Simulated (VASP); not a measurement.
## HfTi$_{3}$N$_{4}$ (ordered alloy cell): computed properties

Calculation: PBEsol GGA, VASP's PBE PAW potentials (set 64) (plane waves; VASP).

For HfTi₃N₄, the space group comes out as Pm-3m (221), the cell is a = b = c = 4.2975 Å, α = β = γ = 90.00° and the volume per atom is 9.92 Å³/atom. The band gap (over mesh and band path) is none (metal, semimetal or under 0.01 eV). The density is 7.91 g/cm³.

```xyz
8
Lattice="4.2975 0.0000 0.0000 0.0000 4.2975 0.0000 0.0000 0.0000 4.2975" Properties=species:S:1:pos:R:3 pbc="T T T"
Ti     0.0000     0.0000     0.0000
Ti     2.1487     2.1487     0.0000
Ti     2.1487     0.0000     2.1487
N      2.1487     2.1487     2.1487
N      0.0000     0.0000     2.1487
N      0.0000     2.1487     0.0000
N      2.1487     0.0000     0.0000
Hf     0.0000     2.1487     2.1487
```

Unless said otherwise, spin-orbit coupling is left out, though it shifts the bands of the heavy elements here.

The structure was generated: HfTi3N4 was put into an ordered model structure (Pm-3m), which need not be its known phase. It was relaxed first. Symmetry was kept, so distortions that lower it aren't found.
